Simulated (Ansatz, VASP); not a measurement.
# Ge (Germanium) in two plane-wave programs, part 2 of 3

One calculation is typed for both programs; each brings its own data sets. How far apart do they land? The cell is taken from a series of runs on this material, whose earlier steps may have relaxed, scaled, displaced or heated it; both programs get it as it stands.

VASP 6.6.1 and Ansatz 0.2.0.

So far: Starting point; Ansatz: zone-centre phonons, PBEsol.

### Step 3. VASP: zone-centre phonons, PBEsol

Level of this step: PBEsol; plane waves and PAW (Ge_d) (VASP).

The same cell, functional, mesh and smearing now go to VASP, with its own data sets.

Lines of VASP's logs that name or quote its potential files are left out, and so is its time.

Input file INCAR:

```
SYSTEM = Ge
PREC = Accurate
ENCUT = 500
EDIFF = 1E-08
NELM = 120
ISMEAR = 0
SIGMA = 0.015
LREAL = .FALSE.
ALGO = Normal
GGA = PS
NBANDS = 20
LORBIT = 11
LWAVE = .FALSE.
LCHARG = .FALSE.
ISIF = 2
ISYM = 2
IBRION = 8
LASPH = .TRUE.
GGA_COMPAT = .FALSE.
EFERMI = MIDGAP
KPAR = 2
```

Input file POSCAR:

```
Ge
1.0
    0.0429320852      2.8799732789      2.8051236568
    2.8799732789      0.0429320852      2.8051236568
    2.9229053641      2.9229053641      0.0000000000
Ge
2
Direct
    0.5019114076      0.5019114076      0.4980133506
    0.7480885924      0.7480885924      0.7519866494
```

Input file KPOINTS:

```
Points of the shifted mesh
1728
Reciprocal
 0.0416666667  0.0416666667  0.0416666667 1
 0.0416666667  0.0416666667  0.1250000000 1
 0.0416666667  0.0416666667  0.2083333333 1
 0.0416666667  0.0416666667  0.2916666667 1
 0.0416666667  0.0416666667  0.3750000000 1
 0.0416666667  0.0416666667  0.4583333333 1
 0.0416666667  0.0416666667  0.5416666667 1
 0.0416666667  0.0416666667  0.6250000000 1
 0.0416666667  0.0416666667  0.7083333333 1
 0.0416666667  0.0416666667  0.7916666667 1
 0.0416666667  0.0416666667  0.8750000000 1
 0.0416666667  0.0416666667  0.9583333333 1
 0.0416666667  0.1250000000  0.0416666667 1
 0.0416666667  0.1250000000  0.1250000000 1
 0.0416666667  0.1250000000  0.2083333333 1
 0.0416666667  0.1250000000  0.2916666667 1
 0.0416666667  0.1250000000  0.3750000000 1
 0.0416666667  0.1250000000  0.4583333333 1
 0.0416666667  0.1250000000  0.5416666667 1
 0.0416666667  0.1250000000  0.6250000000 1
 0.0416666667  0.1250000000  0.7083333333 1
 0.0416666667  0.1250000000  0.7916666667 1
 0.0416666667  0.1250000000  0.8750000000 1
 0.0416666667  0.1250000000  0.9583333333 1
 0.0416666667  0.2083333333  0.0416666667 1
 0.0416666667  0.2083333333  0.1250000000 1
 0.0416666667  0.2083333333  0.2083333333 1
 0.0416666667  0.2083333333  0.2916666667 1
 0.0416666667  0.2083333333  0.3750000000 1
 0.0416666667  0.2083333333  0.4583333333 1
 0.0416666667  0.2083333333  0.5416666667 1
 0.0416666667  0.2083333333  0.6250000000 1
 0.0416666667  0.2083333333  0.7083333333 1
 0.0416666667  0.2083333333  0.7916666667 1
 0.0416666667  0.2083333333  0.8750000000 1
 0.0416666667  0.2083333333  0.9583333333 1
 0.0416666667  0.2916666667  0.0416666667 1
 0.0416666667  0.2916666667  0.1250000000 1
 0.0416666667  0.2916666667  0.2083333333 1
 0.0416666667  0.2916666667  0.2916666667 1
 0.0416666667  0.2916666667  0.3750000000 1
 0.0416666667  0.2916666667  0.4583333333 1
 0.0416666667  0.2916666667  0.5416666667 1
 0.0416666667  0.2916666667  0.6250000000 1
 0.0416666667  0.2916666667  0.7083333333 1
 0.0416666667  0.2916666667  0.7916666667 1
 0.0416666667  0.2916666667  0.8750000000 1
 0.0416666667  0.2916666667  0.9583333333 1
 0.0416666667  0.3750000000  0.0416666667 1
 0.0416666667  0.3750000000  0.1250000000 1
 0.0416666667  0.3750000000  0.2083333333 1
 0.0416666667  0.3750000000  0.2916666667 1
 0.0416666667  0.3750000000  0.3750000000 1
 0.0416666667  0.3750000000  0.4583333333 1
 0.0416666667  0.3750000000  0.5416666667 1
 0.0416666667  0.3750000000  0.6250000000 1
 0.0416666667  0.3750000000  0.7083333333 1
 0.0416666667  0.3750000000  0.7916666667 1
 0.0416666667  0.3750000000  0.8750000000 1
 0.0416666667  0.3750000000  0.9583333333 1
 0.0416666667  0.4583333333  0.0416666667 1
 0.0416666667  0.4583333333  0.1250000000 1
 0.0416666667  0.4583333333  0.2083333333 1
 0.0416666667  0.4583333333  0.2916666667 1
 0.0416666667  0.4583333333  0.3750000000 1
 0.0416666667  0.4583333333  0.4583333333 1
 0.0416666667  0.4583333333  0.5416666667 1
 0.0416666667  0.4583333333  0.6250000000 1
 0.0416666667  0.4583333333  0.7083333333 1
 0.0416666667  0.4583333333  0.7916666667 1
 0.0416666667  0.4583333333  0.8750000000 1
 0.0416666667  0.4583333333  0.9583333333 1
 0.0416666667  0.5416666667  0.0416666667 1
 0.0416666667  0.5416666667  0.1250000000 1
 0.0416666667  0.5416666667  0.2083333333 1
 0.0416666667  0.5416666667  0.2916666667 1
 0.0416666667  0.5416666667  0.3750000000 1
 0.0416666667  0.5416666667  0.4583333333 1
 0.0416666667  0.5416666667  0.5416666667 1
 0.0416666667  0.5416666667  0.6250000000 1
 0.0416666667  0.5416666667  0.7083333333 1
 0.0416666667  0.5416666667  0.7916666667 1
 0.0416666667  0.5416666667  0.8750000000 1
 0.0416666667  0.5416666667  0.9583333333 1
 0.0416666667  0.6250000000  0.0416666667 1
 0.0416666667  0.6250000000  0.1250000000 1
 0.0416666667  0.6250000000  0.2083333333 1
 0.0416666667  0.6250000000  0.2916666667 1
 0.0416666667  0.6250000000  0.3750000000 1
 0.0416666667  0.6250000000  0.4583333333 1
 0.0416666667  0.6250000000  0.5416666667 1
 0.0416666667  0.6250000000  0.6250000000 1
 0.0416666667  0.6250000000  0.7083333333 1
 0.0416666667  0.6250000000  0.7916666667 1
 0.0416666667  0.6250000000  0.8750000000 1
 0.0416666667  0.6250000000  0.9583333333 1
 0.0416666667  0.7083333333  0.0416666667 1
 0.0416666667  0.7083333333  0.1250000000 1
 0.0416666667  0.7083333333  0.2083333333 1
 0.0416666667  0.7083333333  0.2916666667 1
 0.0416666667  0.7083333333  0.3750000000 1
 0.0416666667  0.7083333333  0.4583333333 1
 0.0416666667  0.7083333333  0.5416666667 1
 0.0416666667  0.7083333333  0.6250000000 1
 0.0416666667  0.7083333333  0.7083333333 1
 0.0416666667  0.7083333333  0.7916666667 1
 0.0416666667  0.7083333333  0.8750000000 1
 0.0416666667  0.7083333333  0.9583333333 1
 0.0416666667  0.7916666667  0.0416666667 1
 0.0416666667  0.7916666667  0.1250000000 1
 0.0416666667  0.7916666667  0.2083333333 1
 0.0416666667  0.7916666667  0.2916666667 1
[... 1390 lines left out ...]
 0.8750000000  0.4583333333  0.1250000000 1
 0.8750000000  0.4583333333  0.2083333333 1
 0.8750000000  0.4583333333  0.2916666667 1
 0.8750000000  0.4583333333  0.3750000000 1
 0.8750000000  0.4583333333  0.4583333333 1
 0.8750000000  0.4583333333  0.5416666667 1
 0.8750000000  0.4583333333  0.6250000000 1
 0.8750000000  0.4583333333  0.7083333333 1
 0.8750000000  0.4583333333  0.7916666667 1
 0.8750000000  0.4583333333  0.8750000000 1
 0.8750000000  0.4583333333  0.9583333333 1
 0.8750000000  0.5416666667  0.0416666667 1
 0.8750000000  0.5416666667  0.1250000000 1
 0.8750000000  0.5416666667  0.2083333333 1
 0.8750000000  0.5416666667  0.2916666667 1
 0.8750000000  0.5416666667  0.3750000000 1
 0.8750000000  0.5416666667  0.4583333333 1
 0.8750000000  0.5416666667  0.5416666667 1
 0.8750000000  0.5416666667  0.6250000000 1
 0.8750000000  0.5416666667  0.7083333333 1
 0.8750000000  0.5416666667  0.7916666667 1
 0.8750000000  0.5416666667  0.8750000000 1
 0.8750000000  0.5416666667  0.9583333333 1
 0.8750000000  0.6250000000  0.0416666667 1
 0.8750000000  0.6250000000  0.1250000000 1
 0.8750000000  0.6250000000  0.2083333333 1
 0.8750000000  0.6250000000  0.2916666667 1
 0.8750000000  0.6250000000  0.3750000000 1
 0.8750000000  0.6250000000  0.4583333333 1
 0.8750000000  0.6250000000  0.5416666667 1
 0.8750000000  0.6250000000  0.6250000000 1
 0.8750000000  0.6250000000  0.7083333333 1
 0.8750000000  0.6250000000  0.7916666667 1
 0.8750000000  0.6250000000  0.8750000000 1
 0.8750000000  0.6250000000  0.9583333333 1
 0.8750000000  0.7083333333  0.0416666667 1
 0.8750000000  0.7083333333  0.1250000000 1
 0.8750000000  0.7083333333  0.2083333333 1
 0.8750000000  0.7083333333  0.2916666667 1
 0.8750000000  0.7083333333  0.3750000000 1
 0.8750000000  0.7083333333  0.4583333333 1
 0.8750000000  0.7083333333  0.5416666667 1
 0.8750000000  0.7083333333  0.6250000000 1
 0.8750000000  0.7083333333  0.7083333333 1
 0.8750000000  0.7083333333  0.7916666667 1
 0.8750000000  0.7083333333  0.8750000000 1
 0.8750000000  0.7083333333  0.9583333333 1
 0.8750000000  0.7916666667  0.0416666667 1
 0.8750000000  0.7916666667  0.1250000000 1
 0.8750000000  0.7916666667  0.2083333333 1
 0.8750000000  0.7916666667  0.2916666667 1
 0.8750000000  0.7916666667  0.3750000000 1
 0.8750000000  0.7916666667  0.4583333333 1
 0.8750000000  0.7916666667  0.5416666667 1
 0.8750000000  0.7916666667  0.6250000000 1
 0.8750000000  0.7916666667  0.7083333333 1
 0.8750000000  0.7916666667  0.7916666667 1
 0.8750000000  0.7916666667  0.8750000000 1
 0.8750000000  0.7916666667  0.9583333333 1
 0.8750000000  0.8750000000  0.0416666667 1
 0.8750000000  0.8750000000  0.1250000000 1
 0.8750000000  0.8750000000  0.2083333333 1
 0.8750000000  0.8750000000  0.2916666667 1
 0.8750000000  0.8750000000  0.3750000000 1
 0.8750000000  0.8750000000  0.4583333333 1
 0.8750000000  0.8750000000  0.5416666667 1
 0.8750000000  0.8750000000  0.6250000000 1
 0.8750000000  0.8750000000  0.7083333333 1
 0.8750000000  0.8750000000  0.7916666667 1
 0.8750000000  0.8750000000  0.8750000000 1
 0.8750000000  0.8750000000  0.9583333333 1
 0.8750000000  0.9583333333  0.0416666667 1
 0.8750000000  0.9583333333  0.1250000000 1
 0.8750000000  0.9583333333  0.2083333333 1
 0.8750000000  0.9583333333  0.2916666667 1
 0.8750000000  0.9583333333  0.3750000000 1
 0.8750000000  0.9583333333  0.4583333333 1
 0.8750000000  0.9583333333  0.5416666667 1
 0.8750000000  0.9583333333  0.6250000000 1
 0.8750000000  0.9583333333  0.7083333333 1
 0.8750000000  0.9583333333  0.7916666667 1
 0.8750000000  0.9583333333  0.8750000000 1
 0.8750000000  0.9583333333  0.9583333333 1
 0.9583333333  0.0416666667  0.0416666667 1
 0.9583333333  0.0416666667  0.1250000000 1
 0.9583333333  0.0416666667  0.2083333333 1
 0.9583333333  0.0416666667  0.2916666667 1
 0.9583333333  0.0416666667  0.3750000000 1
 0.9583333333  0.0416666667  0.4583333333 1
 0.9583333333  0.0416666667  0.5416666667 1
 0.9583333333  0.0416666667  0.6250000000 1
 0.9583333333  0.0416666667  0.7083333333 1
 0.9583333333  0.0416666667  0.7916666667 1
 0.9583333333  0.0416666667  0.8750000000 1
 0.9583333333  0.0416666667  0.9583333333 1
 0.9583333333  0.1250000000  0.0416666667 1
 0.9583333333  0.1250000000  0.1250000000 1
 0.9583333333  0.1250000000  0.2083333333 1
 0.9583333333  0.1250000000  0.2916666667 1
 0.9583333333  0.1250000000  0.3750000000 1
 0.9583333333  0.1250000000  0.4583333333 1
 0.9583333333  0.1250000000  0.5416666667 1
 0.9583333333  0.1250000000  0.6250000000 1
 0.9583333333  0.1250000000  0.7083333333 1
 0.9583333333  0.1250000000  0.7916666667 1
 0.9583333333  0.1250000000  0.8750000000 1
 0.9583333333  0.1250000000  0.9583333333 1
 0.9583333333  0.2083333333  0.0416666667 1
 0.9583333333  0.2083333333  0.1250000000 1
 0.9583333333  0.2083333333  0.2083333333 1
 0.9583333333  0.2083333333  0.2916666667 1
 0.9583333333  0.2083333333  0.3750000000 1
 0.9583333333  0.2083333333  0.4583333333 1
 0.9583333333  0.2083333333  0.5416666667 1
 0.9583333333  0.2083333333  0.6250000000 1
 0.9583333333  0.2083333333  0.7083333333 1
 0.9583333333  0.2083333333  0.7916666667 1
 0.9583333333  0.2083333333  0.8750000000 1
 0.9583333333  0.2083333333  0.9583333333 1
 0.9583333333  0.2916666667  0.0416666667 1
 0.9583333333  0.2916666667  0.1250000000 1
 0.9583333333  0.2916666667  0.2083333333 1
 0.9583333333  0.2916666667  0.2916666667 1
 0.9583333333  0.2916666667  0.3750000000 1
 0.9583333333  0.2916666667  0.4583333333 1
 0.9583333333  0.2916666667  0.5416666667 1
 0.9583333333  0.2916666667  0.6250000000 1
 0.9583333333  0.2916666667  0.7083333333 1
 0.9583333333  0.2916666667  0.7916666667 1
 0.9583333333  0.2916666667  0.8750000000 1
 0.9583333333  0.2916666667  0.9583333333 1
 0.9583333333  0.3750000000  0.0416666667 1
 0.9583333333  0.3750000000  0.1250000000 1
 0.9583333333  0.3750000000  0.2083333333 1
 0.9583333333  0.3750000000  0.2916666667 1
 0.9583333333  0.3750000000  0.3750000000 1
 0.9583333333  0.3750000000  0.4583333333 1
 0.9583333333  0.3750000000  0.5416666667 1
 0.9583333333  0.3750000000  0.6250000000 1
 0.9583333333  0.3750000000  0.7083333333 1
 0.9583333333  0.3750000000  0.7916666667 1
 0.9583333333  0.3750000000  0.8750000000 1
 0.9583333333  0.3750000000  0.9583333333 1
 0.9583333333  0.4583333333  0.0416666667 1
 0.9583333333  0.4583333333  0.1250000000 1
 0.9583333333  0.4583333333  0.2083333333 1
 0.9583333333  0.4583333333  0.2916666667 1
 0.9583333333  0.4583333333  0.3750000000 1
 0.9583333333  0.4583333333  0.4583333333 1
 0.9583333333  0.4583333333  0.5416666667 1
 0.9583333333  0.4583333333  0.6250000000 1
 0.9583333333  0.4583333333  0.7083333333 1
 0.9583333333  0.4583333333  0.7916666667 1
 0.9583333333  0.4583333333  0.8750000000 1
 0.9583333333  0.4583333333  0.9583333333 1
 0.9583333333  0.5416666667  0.0416666667 1
 0.9583333333  0.5416666667  0.1250000000 1
 0.9583333333  0.5416666667  0.2083333333 1
 0.9583333333  0.5416666667  0.2916666667 1
 0.9583333333  0.5416666667  0.3750000000 1
 0.9583333333  0.5416666667  0.4583333333 1
 0.9583333333  0.5416666667  0.5416666667 1
 0.9583333333  0.5416666667  0.6250000000 1
 0.9583333333  0.5416666667  0.7083333333 1
 0.9583333333  0.5416666667  0.7916666667 1
 0.9583333333  0.5416666667  0.8750000000 1
 0.9583333333  0.5416666667  0.9583333333 1
 0.9583333333  0.6250000000  0.0416666667 1
 0.9583333333  0.6250000000  0.1250000000 1
 0.9583333333  0.6250000000  0.2083333333 1
 0.9583333333  0.6250000000  0.2916666667 1
 0.9583333333  0.6250000000  0.3750000000 1
 0.9583333333  0.6250000000  0.4583333333 1
 0.9583333333  0.6250000000  0.5416666667 1
 0.9583333333  0.6250000000  0.6250000000 1
 0.9583333333  0.6250000000  0.7083333333 1
 0.9583333333  0.6250000000  0.7916666667 1
 0.9583333333  0.6250000000  0.8750000000 1
 0.9583333333  0.6250000000  0.9583333333 1
 0.9583333333  0.7083333333  0.0416666667 1
 0.9583333333  0.7083333333  0.1250000000 1
 0.9583333333  0.7083333333  0.2083333333 1
 0.9583333333  0.7083333333  0.2916666667 1
 0.9583333333  0.7083333333  0.3750000000 1
 0.9583333333  0.7083333333  0.4583333333 1
 0.9583333333  0.7083333333  0.5416666667 1
 0.9583333333  0.7083333333  0.6250000000 1
 0.9583333333  0.7083333333  0.7083333333 1
 0.9583333333  0.7083333333  0.7916666667 1
 0.9583333333  0.7083333333  0.8750000000 1
 0.9583333333  0.7083333333  0.9583333333 1
 0.9583333333  0.7916666667  0.0416666667 1
 0.9583333333  0.7916666667  0.1250000000 1
 0.9583333333  0.7916666667  0.2083333333 1
 0.9583333333  0.7916666667  0.2916666667 1
 0.9583333333  0.7916666667  0.3750000000 1
 0.9583333333  0.7916666667  0.4583333333 1
 0.9583333333  0.7916666667  0.5416666667 1
 0.9583333333  0.7916666667  0.6250000000 1
 0.9583333333  0.7916666667  0.7083333333 1
 0.9583333333  0.7916666667  0.7916666667 1
 0.9583333333  0.7916666667  0.8750000000 1
 0.9583333333  0.7916666667  0.9583333333 1
 0.9583333333  0.8750000000  0.0416666667 1
 0.9583333333  0.8750000000  0.1250000000 1
 0.9583333333  0.8750000000  0.2083333333 1
 0.9583333333  0.8750000000  0.2916666667 1
 0.9583333333  0.8750000000  0.3750000000 1
 0.9583333333  0.8750000000  0.4583333333 1
 0.9583333333  0.8750000000  0.5416666667 1
 0.9583333333  0.8750000000  0.6250000000 1
 0.9583333333  0.8750000000  0.7083333333 1
 0.9583333333  0.8750000000  0.7916666667 1
 0.9583333333  0.8750000000  0.8750000000 1
 0.9583333333  0.8750000000  0.9583333333 1
 0.9583333333  0.9583333333  0.0416666667 1
 0.9583333333  0.9583333333  0.1250000000 1
 0.9583333333  0.9583333333  0.2083333333 1
 0.9583333333  0.9583333333  0.2916666667 1
 0.9583333333  0.9583333333  0.3750000000 1
 0.9583333333  0.9583333333  0.4583333333 1
 0.9583333333  0.9583333333  0.5416666667 1
 0.9583333333  0.9583333333  0.6250000000 1
 0.9583333333  0.9583333333  0.7083333333 1
 0.9583333333  0.9583333333  0.7916666667 1
 0.9583333333  0.9583333333  0.8750000000 1
 0.9583333333  0.9583333333  0.9583333333 1
```

PAW data sets: Ge_d (PBE family, release 64).

Run with:

```
mpirun -np 2 vasp_std
```

Output:

```text
[banner, memory and clock lines left out]
running    2 mpi-ranks, on    1 nodes
 distrk:  each k-point on    1 cores,    2 groups
 distr:  one band on    1 cores,    1 groups

 POSCAR found type information on POSCAR Ge
 POSCAR found :  1 types and       2 ions
|                                                                             |
|               ----> ADVICE to this user running VASP <----                  |
|                                                                             |
|     You enforced a specific xc type in the INCAR file but a different       |
|     [... a line on the potential file left out ...]
|     I HOPE YOU KNOW WHAT YOU ARE DOING!                                     |
|                                                                             |

 LDA part: xc-table for (Slater+PW92), standard interpolation
 POSCAR, INCAR and KPOINTS ok, starting setup
 FFT: planning ... GRIDC
 FFT: planning ... GRID_SOFT
 FFT: planning ... GRID
 WAVECAR not read
 entering main loop
       N       E                     dE             d eps       ncg     rms          rms(c)
DAV:   1     0.183046137026E+03    0.18305E+03   -0.14670E+04 74060   0.371E+03
DAV:   2     0.159105756023E+02   -0.16714E+03   -0.16272E+03 69232   0.585E+02
DAV:   3    -0.917097859139E+01   -0.25082E+02   -0.24902E+02 77920   0.145E+02
DAV:   4    -0.998709160532E+01   -0.81611E+00   -0.81553E+00 78176   0.308E+01
DAV:   6    -0.990456408578E+01    0.96166E-01   -0.35824E-02 91692   0.241E+00    0.179E+00
DAV:   7    -0.985859280289E+01    0.45971E-01   -0.59047E-02 72644   0.253E+00    0.155E-01
DAV:   8    -0.985955563600E+01   -0.96283E-03   -0.70114E-03 78396   0.120E+00    0.531E-02
DAV:   9    -0.985967180963E+01   -0.11617E-03   -0.25340E-04 78136   0.218E-01    0.113E-02
DAV:  10    -0.985968533758E+01   -0.13528E-04   -0.21896E-05 85008   0.404E-02    0.543E-03
DAV:  11    -0.985968631953E+01   -0.98195E-06   -0.39868E-06 91376   0.253E-02    0.136E-03
DAV:  12    -0.985968618639E+01    0.13313E-06   -0.63729E-07 92296   0.138E-02    0.658E-04
DAV:  13    -0.985968621383E+01   -0.27434E-07   -0.49022E-08 75752   0.294E-03    0.173E-04
DAV:  14    -0.985968619892E+01    0.14908E-07   -0.78373E-09 48224   0.171E-03    0.577E-05
DAV:  15    -0.985968618998E+01    0.89394E-08   -0.17111E-09 39916   0.420E-04
   1 F= -.98596862E+01 E0= -.98596862E+01  d E =-.112531E-12
 Linear response reoptimize wavefunctions to high precision
DAV:   1    -0.985968618937E+01    0.60936E-09   -0.27529E-10 41088   0.235E-04
DAV:   2    -0.985968618938E+01   -0.72760E-11   -0.62805E-11 38092   0.910E-05
 Linear response DOF=           2
 Linear response progress:
  Degree of freedom:   1/  2
       N       E                     dE             d eps       ncg     rms          rms(c)
RMM:   1    -0.186922345253E+00   -0.18692E+00    0.81981E+00 84869   0.445E+01
RMM:   2    -0.194031758760E+00   -0.71094E-02   -0.12601E-02111487   0.105E+00    0.719E-02
RMM:   3    -0.194031353768E+00    0.40499E-06   -0.91897E-04118305   0.314E-01    0.415E-02
RMM:   4    -0.193911600738E+00    0.11975E-03   -0.61266E-05126295   0.805E-02    0.469E-03
RMM:   5    -0.193912396760E+00   -0.79602E-06   -0.38520E-06121939   0.180E-02    0.236E-03
RMM:   6    -0.193919512961E+00   -0.71162E-05   -0.21193E-07123425   0.504E-03    0.307E-04
RMM:   7    -0.193918494482E+00    0.10185E-05   -0.32277E-08127551   0.161E-03    0.196E-04
RMM:   8    -0.193917470575E+00    0.10239E-05    0.17257E-08129244   0.575E-04    0.421E-05
RMM:   9    -0.193917377168E+00    0.93407E-07    0.91816E-09129943   0.241E-04    0.201E-05
RMM:  10    -0.193917549474E+00   -0.17231E-06   -0.72031E-09130932   0.106E-04    0.565E-06
RMM:  11    -0.193917567483E+00   -0.18009E-07   -0.18922E-08130555   0.555E-05    0.326E-06
RMM:  12    -0.193917591964E+00   -0.24481E-07   -0.13638E-08129552   0.333E-05    0.208E-06
RMM:  13    -0.193917609625E+00   -0.17662E-07   -0.11285E-09119082   0.240E-05    0.537E-07
RMM:  14    -0.193917614179E+00   -0.45540E-08    0.34790E-09101628   0.191E-05    0.110E-07
 first order change of Fermi-energy  -0.12013E+00
 force on displaced ion       1 direction 1 : -10.631   0.382  -0.001
 Linear response progress:
  Degree of freedom:   2/  2
       N       E                     dE             d eps       ncg     rms          rms(c)
RMM:   1    -0.186663286563E+00   -0.18666E+00    0.83358E+00 84502   0.448E+01
RMM:   2    -0.193827152384E+00   -0.71639E-02   -0.13080E-02112310   0.106E+00    0.704E-02
RMM:   3    -0.193817680105E+00    0.94723E-05   -0.88292E-04118126   0.305E-01    0.406E-02
RMM:   4    -0.193696240555E+00    0.12144E-03   -0.62145E-05126612   0.802E-02    0.486E-03
RMM:   5    -0.193696759846E+00   -0.51929E-06   -0.36360E-06121373   0.178E-02    0.228E-03
RMM:   6    -0.193703351123E+00   -0.65913E-05   -0.23856E-07123952   0.509E-03    0.370E-04
RMM:   7    -0.193702883422E+00    0.46770E-06   -0.37928E-08127200   0.154E-03    0.200E-04
RMM:   8    -0.193702204934E+00    0.67849E-06   -0.12860E-09129503   0.548E-04    0.447E-05
RMM:   9    -0.193702070475E+00    0.13446E-06   -0.35871E-09117599   0.239E-04    0.181E-05
RMM:  10    -0.193702198847E+00   -0.12837E-06   -0.66716E-09128994   0.110E-04    0.628E-06
RMM:  11    -0.193702221342E+00   -0.22495E-07   -0.17753E-08132013   0.551E-05    0.356E-06
RMM:  12    -0.193702260642E+00   -0.39300E-07   -0.91255E-09132790   0.332E-05    0.130E-06
RMM:  13    -0.193702264273E+00   -0.36307E-08    0.22526E-09 99964   0.238E-05    0.602E-07
 first order change of Fermi-energy   0.14427E+01
 force on displaced ion       1 direction 3 :  -0.002  -0.002 -10.599
 Linear response finished
```

(Part 2 of 3 ends here.)

[Lines on the potential files, build, host, timing and source positions are cut from VASP's logs without a mark.]

[Logs are printed without paths, hosts, clocks, repeated set-up lines and the standing remarks that a program may print on its own settings, such as how far it seeks lower states.]

[Hosts, paths, dates, database ids (printed as entryN), source tags and the programs' standing remarks are cut or masked in the printed files.]
